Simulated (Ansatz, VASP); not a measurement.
# SiC (Moissanite): VASP beside Ansatz, part 2 of 2

Aim: how closely do two programs agree when they are given the same cell, functional and k mesh? The cell is taken from a series of runs on this material, whose earlier steps may have relaxed, scaled, displaced or heated it; both programs get it as it stands.

VASP 6.6.1 and Ansatz 0.2.0.

So far. Step 2 (VASP: single point, PBE0, spin-orbit coupling): The run ends at a pressure of -2.35 GPa, with forces up to 0.18 eV/Å.

### Step 3. Ansatz: single point, PBE0, spin-orbit coupling

Level of this step: Ansatz beside VASP: Kohn-Sham DFT, plane waves, PBE0, spin-orbit coupling (Ansatz).

Ansatz runs on its fully relativistic PAW (standard-fr) files.

The same cell, functional, mesh and smearing now go to Ansatz, which takes its cutoff from its data sets.

Contents of input.yaml:

```yaml
crystal:
  lattice:
    - [3.081, 0.0, 0.0]
    - [-1.5405, 2.6682242691, 0.0]
    - [0.0, 0.0, 15.1248]
  atoms:
    - { symbol: Si, position: [0.0, 0.0, 0.0] }
    - { symbol: Si, position: [0.0, 0.0, 0.5] }
    - { symbol: Si, position: [0.3333333333, 0.6666666667, 0.1664] }
    - { symbol: Si, position: [0.6666666667, 0.3333333333, 0.6664] }
    - { symbol: Si, position: [0.6666666667, 0.3333333333, 0.3329] }
    - { symbol: Si, position: [0.3333333333, 0.6666666667, 0.8329] }
    - { symbol: C, position: [0.3333333333, 0.6666666667, 0.0412] }
    - { symbol: C, position: [0.6666666667, 0.3333333333, 0.5412] }
    - { symbol: C, position: [0.6666666667, 0.3333333333, 0.208] }
    - { symbol: C, position: [0.3333333333, 0.6666666667, 0.708] }
    - { symbol: C, position: [0.0, 0.0, 0.3746] }
    - { symbol: C, position: [0.0, 0.0, 0.8746] }
kpoints:
  mp_grid: { grid: [6, 6, 2] }
  band_path:
    path:
      - [0.0, 0.0, 0.0]
      - [0.5, 0.0, 0.0]
      - [0.33333333, 0.33333333, 0.0]
      - [0.0, 0.0, 0.5]
      - [0.5, 0.0, 0.5]
      - [0.33333333, 0.33333333, 0.5]
      - [0.5, 0.0, 0.2]
    npoints: 1
hamiltonian:
  xc: pbe0
scf:
  occupations: { method: fermi_dirac, width: 0.02 }
  n_extra_bands: 16
magnetization:
  noncollinear: true
  spin_orbit: true
output:
  eigenvalues: true
```

Launch:

```
ansatz run input.yaml --threads 3 --pin off --max-ram 92160MiB --backend cuda --events-out ev --progress --plain --runs-dir out --devices 1 --max-vram 13GiB
```

Numbers of over 12 decimals in the logs are rounded to 6 here.

What it wrote:

```text
scf.n_extra_bands = 16 over 48 filled bands (N_el = 48.0): the run solves 64 bands
GPUs: using 1 of 1 available (devices: 1).
Engine: ansatz 0.2.0, x86_64-unknown-linux-gnu
Pseudopotentials: kind: paw_fr
Pseudopotential: Si, paw_fr, valence charge 4, recommended cutoff 420 eV (normal), Si.paw.azcp#standard-fr
Pseudopotential: C, paw_fr, valence charge 4, recommended cutoff 420 eV (normal), C.paw.azcp#standard-fr
Functional definition: PBE0
  parameter a = 0.25
  parameter kappa = 0.804
  parameter beta = 0.066725
  exchange = (1 - a)*pbe_x(kappa = kappa, mu = beta*pi^2/3) + a*exact_x
  correlation = pbe_c(beta = beta)
non-collinear run that drives no moment, with spin-orbit: no starting moment large enough to seed its density (crystal.atoms[].spin), no starting occupations that ask for one, no magnetisation constraint and no magnetic field, so the semilocal B_xc is pinned to zero
device memory: the entry about to start is reckoned to put 4.4 GiB on a device that reports 63.6 GiB free (of which the cap on the GPU budget leaves the run 13.0 GiB)
GPU FFT provider: cuFFT
GPU libraries: cuBLAS 13.8.2, cuFFT 12.4.0, cuSOLVER 12.3.4
Crystal: 12 atoms, lattice volume = 124.338 Å³
Basis set: ecut = 420 eV, 2415 PW (Γ)
Bands: 64, of which v1, the nominal top of the filled ones, is band 48 counted from 1 (47 counted from 0)
Symmetry: 12 space group operations + 12 with time reversal
Magnetic group: BNS 186.204 (UNI 1434), of the structure as read, at distance tolerance 5.0e-5 Å
k-points: 14 of 72
Projection manifold: j_resolved (fully-relativistic pseudo-atomic orbitals)
Non-local potential: Si, projectors of the file, l = 0: 2, l = 1: 4, l = 2: 4
Non-local potential: C, projectors of the file, l = 0: 2, l = 1: 4, l = 2: 2
PAW form: soft (Blöchl's): semilocal exchange-correlation on the pseudo side does not see the compensation charge
PAW frozen core: Si, regenerated for the run's functional, and the local potential with it (the file was generated under x = pbe(κ = 0.804, μ = 0.219515), c = pbe(β = 0.066725))
PAW frozen core: C, regenerated for the run's functional, and the local potential with it (the file was generated under x = pbe(κ = 0.804, μ = 0.219515), c = pbe(β = 0.066725))
PAW one-centre angular grid: Si, 110 points (default); XC on 64 Gauss nodes
PAW one-centre angular grid: C, 110 points (default); XC on 64 Gauss nodes
Initial density: superposition of atomic densities (chi_scale 0.1, normalization cell, long waves kept (reshape's long-wave potential 0.00 eV rms))
Initial wavefunctions: pseudopotential atomic-orbital guess
GPU buffer pool allocated for 62208 grid points (all kernels)
GPU transforms: local potential and band sums: pruned to the plane-wave sphere, on 24×24×108
Functional: x = pbe(κ = 0.804, μ = 0.219515), c = pbe(β = 0.066725), warm-up for x = 0.75 pbe(κ = 0.804, μ = 0.219515) + 0.25 exact, c = pbe(β = 0.066725)
SCF iter   1: F=—  HF=-5331.692551 eV  |F-HF|=—  |Δ(HF+E_count)|=         —  Δρ=1.40e-1  dr2=2.96e1  dr2_m=0.00e0 (ungated)  ethr=1.00e-1  |M|=0.00e0 ∫|m|=0.00e0 μB  |m|>n=0.0e0 m-floor=0.0e0 τ_xc=0.0e0  β_m=0.30  ⟨swp⟩=4.7  Hψ=4360  notcnv=0
preconditioner: auto → none  [insulator: Δε(μ)=3.772 eV  Ē_g=12.054 eV  σ=0.020 eV  W_gap=1.00  n_scr=10 (ndim 8)  ℏωp=23.1 eV  f_vac=0.000  D(μ)=0.00/eV (n_scr^D=0)]
SCF iter   2: F=—  HF=-5323.473327 eV  |F-HF|=—  |Δ(HF+E_count)|=    8.22e0  Δρ=5.50e-2  dr2=3.82e0  dr2_m=0.00e0 (ungated)  ethr=6.16e-2  |M|=0.00e0 ∫|m|=0.00e0 μB  |m|>n=0.0e0 m-floor=0.0e0 τ_xc=0.0e0  β_m=0.38  ⟨swp⟩=3.1  Hψ=1866  notcnv=0  defer=4
iter 3 solved again at ethr=7.95e-4 eV; its pass at ethr=7.96e-3 eV (dr2=3.82e-1 eV) is discarded
SCF iter   3: F=—  HF=-5322.942436 eV  |F-HF|=—  |Δ(HF+E_count)|=   5.31e-1  Δρ=2.46e-2  dr2=3.81e-1  dr2_m=0.00e0 (ungated)  ethr=7.95e-4  |M|=0.00e0 ∫|m|=0.00e0 μB  |m|>n=0.0e0 m-floor=0.0e0 τ_xc=0.0e0  β_m=0.69  ⟨swp⟩=2.8  Hψ=4624  notcnv=0
SCF iter   4: F=—  HF=-5322.955527 eV  |F-HF|=—  |Δ(HF+E_count)|=   1.31e-2  Δρ=9.17e-3  dr2=1.41e-1  dr2_m=0.00e0 (ungated)  ethr=7.95e-4  |M|=0.00e0 ∫|m|=0.00e0 μB  |m|>n=0.0e0 m-floor=0.0e0 τ_xc=0.0e0  β_m=0.55  ⟨swp⟩=4.4  Hψ=2547  notcnv=0  defer=4
SCF iter   5: F=—  HF=-5322.923326 eV  |F-HF|=—  |Δ(HF+E_count)|=   3.22e-2  Δρ=4.44e-3  dr2=3.02e-2  dr2_m=0.00e0 (ungated)  ethr=2.94e-4  |M|=0.00e0 ∫|m|=0.00e0 μB  |m|>n=0.0e0 m-floor=0.0e0 τ_xc=0.0e0  β_m=0.42  ⟨swp⟩=5.6  Hψ=2405  notcnv=0  defer=8
SCF iter   6: F=—  HF=-5322.917107 eV  |F-HF|=—  |Δ(HF+E_count)|=   6.22e-3  Δρ=2.46e-3  dr2=7.79e-3  dr2_m=0.00e0 (ungated)  ethr=6.30e-5  |M|=0.00e0 ∫|m|=0.00e0 μB  |m|>n=0.0e0 m-floor=0.0e0 τ_xc=0.0e0  β_m=0.71  ⟨swp⟩=4.1  Hψ=2031  notcnv=0  defer=16
[...]
GPU transforms: local potential and band sums: pruned to the plane-wave sphere, on 24×24×108
Functional: x = 0.75 pbe(κ = 0.804, μ = 0.219515) + 0.25 exact, c = pbe(β = 0.066725)
[...]
SCF iter   3: F=—  HF=-5327.946467 eV  |F-HF|=—  |Δ(HF+E_count)|=   2.22e-2  Δρ=1.07e-3  dr2=9.62e-4  dr2_m=0.00e0 (ungated)  ethr=7.50e-6  |M|=0.00e0 ∫|m|=0.00e0 μB  |m|>n=0.0e0 m-floor=0.0e0 τ_xc=0.0e0  β_m=0.65  ⟨swp⟩=4.6  Hψ=3025  notcnv=0
SCF iter   4: F=—  HF=-5327.946303 eV  |F-HF|=—  |Δ(HF+E_count)|=   1.64e-4  Δρ=2.46e-4  dr2=1.94e-4  dr2_m=0.00e0 (ungated)  ethr=1.78e-6  |M|=0.00e0 ∫|m|=0.00e0 μB  |m|>n=0.0e0 m-floor=0.0e0 τ_xc=0.0e0  β_m=0.63  ⟨swp⟩=3.0  Hψ=1715  notcnv=0
SCF iter   5: F=—  HF=-5327.947084 eV  |F-HF|=—  |Δ(HF+E_count)|=   7.81e-4  Δρ=2.64e-4  dr2=1.33e-4  dr2_m=0.00e0 (ungated)  ethr=1.74e-7  |M|=0.00e0 ∫|m|=0.00e0 μB  |m|>n=0.0e0 m-floor=0.0e0 τ_xc=0.0e0  β_m=0.63  ⟨swp⟩=4.1  Hψ=2738  notcnv=0
SCF iter   6: F=-5327.947035 eV  HF=-5327.947044 eV  |F-HF|=9.34e-6  |Δ(HF+E_count)|=   3.97e-5  Δρ=6.19e-5  dr2=1.66e-5  dr2_m=0.00e0 (ungated)  ethr=1.74e-7  |M|=0.00e0 ∫|m|=0.00e0 μB  |m|>n=0.0e0 m-floor=0.0e0 τ_xc=0.0e0  ⟨swp⟩=3.0  Hψ=2082  notcnv=0
SCF 2 stopped early in 6 iterations: F = -5327.947035 eV  dr2 = 1.66e-5
hybrid outer 1: dexx = +2.542e-2 eV, tail = 4.65e-5 eV
GPU FFT provider: cuFFT
GPU libraries: cuBLAS 13.8.2, cuFFT 12.4.0, cuSOLVER 12.3.4
Projection manifold: j_resolved (fully-relativistic pseudo-atomic orbitals)
GPU buffer pool allocated for 62208 grid points (all kernels)
GPU transforms: local potential and band sums: pruned to the plane-wave sphere, on 24×24×108
Exchange kernel: α = 0.2500, full range, Wigner–Seitz truncation, v(0) = 14336.7704 eV·Å³, q-mesh 6×6×2, nearest image of the exchange supercell L = 18.49 Å, pair-density grid 15×15×72, without the augmentation charges, whose exchange is taken in its separable form by FFT convolution over the k-point mesh (sized by the pseudopotential files, 18×18×108 at the most), smooth part of the exact exchange by density-matrix convolution in up to 5.94 GiB of GPU memory as planned if the GPU has room (build and FFT work areas not counted)
Frozen-core exchange: fock
SCF iter   1: F=—  HF=-5327.946903 eV  |F-HF|=—  |Δ(HF+E_count)|=         —  Δρ=5.28e-5  dr2=4.15e-6  dr2_m=0.00e0 (ungated)  ethr=4.84e-7  |M|=0.00e0 ∫|m|=0.00e0 μB  |m|>n=0.0e0 m-floor=0.0e0 τ_xc=0.0e0  β_m=0.30  ⟨swp⟩=5.6  Hψ=2219  notcnv=0
preconditioner: auto → none  [insulator: Δε(μ)=3.624 eV  Ē_g=13.628 eV  σ=0.020 eV  W_gap=1.00  n_scr=10 (ndim 8)  ℏωp=23.1 eV  f_vac=0.000  D(μ)=0.00/eV (n_scr^D=0)]
iter 2 solved again at ethr=5.31e-10 eV; its pass at ethr=7.27e-9 eV (dr2=2.55e-7 eV) is discarded
SCF iter   2: F=—  HF=-5327.946902 eV  |F-HF|=—  |Δ(HF+E_count)|=   9.08e-7  Δρ=1.77e-5  dr2=3.71e-7  dr2_m=0.00e0 (ungated)  ethr=5.31e-10  |M|=0.00e0 ∫|m|=0.00e0 μB  |m|>n=0.0e0 m-floor=0.0e0 τ_xc=0.0e0  β_m=0.46  ⟨swp⟩=3.0  Hψ=3696  notcnv=0
SCF iter   3: F=—  HF=-5327.946902 eV  |F-HF|=—  |Δ(HF+E_count)|=   7.01e-7  Δρ=9.07e-6  dr2=1.43e-7  dr2_m=0.00e0 (ungated)  ethr=5.27e-10  |M|=0.00e0 ∫|m|=0.00e0 μB  |m|>n=0.0e0 m-floor=0.0e0 τ_xc=0.0e0  β_m=0.46  ⟨swp⟩=5.1  Hψ=2464  notcnv=0  defer=6
SCF iter   4: F=-5327.946902 eV  HF=-5327.946902 eV  |F-HF|=7.81e-9  |Δ(HF+E_count)|=   3.79e-8  Δρ=3.02e-6  dr2=1.12e-8  dr2_m=0.00e0 (ungated)  ethr=2.75e-10  |M|=0.00e0 ∫|m|=0.00e0 μB  |m|>n=0.0e0 m-floor=0.0e0 τ_xc=0.0e0  ⟨swp⟩=3.1  Hψ=1957  notcnv=0
SCF 3 converged in 4 iterations: F = -5327.946902 eV  dr2 = 1.12e-8
hybrid outer 2: dexx = +8.741e-7 eV, tail = 3.04e-8 eV, Δε = 1.81e-3 eV (about 5.88e-5 eV left of the loop's levels)
device memory: the entry about to start is reckoned to put 1.5 GiB on a device that reports 64.6 GiB free (of which the cap on the GPU budget leaves the run 13.0 GiB)
NSCF: frozen V_eff on 7 k-points
hybrid SCF converged: 2 outer / 10 inner (+7 warm-up), last move |dexx| = 8.74e-7 eV, tail = 3.04e-8 eV
Magnetization: |M| = 0.0000 μB,  M = (+0.0000, +0.0000, +0.0000) μB
Absolute magnetization: 0.0000 μB (∫|m|)
  site 0: m = (+0.0000, +0.0000, +0.0000) μB, |m| = 0.0000 μB  (R = 0.78 Å)
  site 1: m = (+0.0000, +0.0000, +0.0000) μB, |m| = 0.0000 μB  (R = 0.78 Å)
  site 2: m = (+0.0000, +0.0000, +0.0000) μB, |m| = 0.0000 μB  (R = 0.78 Å)
  site 3: m = (+0.0000, +0.0000, +0.0000) μB, |m| = 0.0000 μB  (R = 0.78 Å)
  site 4: m = (+0.0000, +0.0000, +0.0000) μB, |m| = 0.0000 μB  (R = 0.78 Å)
  site 5: m = (+0.0000, +0.0000, +0.0000) μB, |m| = 0.0000 μB  (R = 0.78 Å)
  site 6: m = (+0.0000, +0.0000, +0.0000) μB, |m| = 0.0000 μB  (R = 0.78 Å)
  site 7: m = (+0.0000, +0.0000, +0.0000) μB, |m| = 0.0000 μB  (R = 0.78 Å)
  site 8: m = (+0.0000, +0.0000, +0.0000) μB, |m| = 0.0000 μB  (R = 0.78 Å)
  site 9: m = (+0.0000, +0.0000, +0.0000) μB, |m| = 0.0000 μB  (R = 0.78 Å)
  site 10: m = (+0.0000, +0.0000, +0.0000) μB, |m| = 0.0000 μB  (R = 0.78 Å)
  site 11: m = (+0.0000, +0.0000, +0.0000) μB, |m| = 0.0000 μB  (R = 0.78 Å)
Free energy (F): -5327.946903 eV
Frozen-core exchange: fock
Harris-Foulkes:  -5327.946903 eV  (|F-HF|=7.81e-9)
Internal energy: -5327.946903 eV  (E = F + TS)
E sigma→0 (E₀):  -5327.946903 eV
Fermi energy:    10.344725 eV
--- Per-component energies (eV) ---
  E_band       = 94.449343
  E_kinetic    = 814.064005
  E_local      = -622.344004  (includes V_loc(G=0)·N_el)
  E_nonlocal   = 303.204520
  E_hartree    = 193.953654
  E_xc         = -491.025700
  E_vxc        = -510.174497  (∫ρ·V_xc dr)
  E_exx        = -110.916554  (= α·E_x^exact, valence–valence)
  E_paw        = -3707.423949  (= ΣΔE_a)
  E_vpaw       = -56.375715  (= ΣTr[D̂ρ^β])
  E_aug_tail   = 0.000069  (compensation charges beyond the density's cutoff)
  E_ewald      = -1707.016885
  E_core_change = -0.442059  (= ΣΔE_core)
  E_smearing   = -0.000000  (= −TS)
  E_closure    = -0.000000  (closes the sum)
  Σ components = -5327.946903   (vs F -5327.946903, Δ=-9.09e-13)
--- Band table (eV; the first three rows and the last of 14) ---
  k-point 0: bands = [... 44 lower, 8.5303, 8.5303, 8.5386, 8.5386, 15.6267, 15.6267, 15.8082, 15.8082, ... 12 higher]
  k-point 1: bands = [... 44 lower, 8.4349, 8.4349, 8.4349, 8.4349, 15.6974, 15.6974, 15.6974, 15.6974, ... 12 higher]
  k-point 2: bands = [... 44 lower, 8.1734, 8.1777, 8.2717, 8.2718, 15.0928, 15.0953, 15.4986, 15.5012, ... 12 higher]
  k-point 13: bands = [... 44 lower, 6.0740, 6.0740, 6.0749, 6.0749, 13.9286, 13.9286, 13.9313, 13.9313, ... 12 higher]
```

The column dr2 measures how far the density is from self-consistency, as an energy; F and HF (Harris–Foulkes) agree once it is small.

### Step 4. Differences

Known differences besides the potentials themselves: spin-orbit coupling enters by fully relativistic files in Ansatz and inside the spheres in VASP; exact exchange at q = 0 is treated differently, which shows on coarse meshes; VASP keeps PBE cores, Ansatz makes them for the functional; the cutoff is 420 eV in Ansatz and 520 eV in VASP; VASP takes a coarser grid for exact exchange (PRECFOCK = Fast). Total energies have different zeros and are not compared.

Both answers:

```csv
quantity,Ansatz,VASP,difference
gap on the k mesh (eV),3.624,3.643,-0.019
```

A gap on the mesh is an upper bound, since the band edges may lie between its points.

### Step 5. Results

```
difference in gap on the k mesh (single point, PBE0, spin-orbit coupling) : -0.019 eV
```

In words: The difference in gap on the k mesh is -0.019 eV (single point, PBE0, spin-orbit coupling), within the 0.08 eV picked in this series as the mark of a large difference. Such differences can come from data sets, numerical settings and the points named under the comparisons, not from the functional's error against experiment.

[Lines on the potential files, build, host, timing and source positions are cut from VASP's logs without a mark.]

[Logs are printed without paths, hosts, clocks, repeated set-up lines and the standing remarks that a program may print on its own settings, such as how far it seeks lower states.]

[Hosts, paths, dates, database ids (printed as entryN), source tags and the programs' standing remarks are cut or masked in the printed files.]
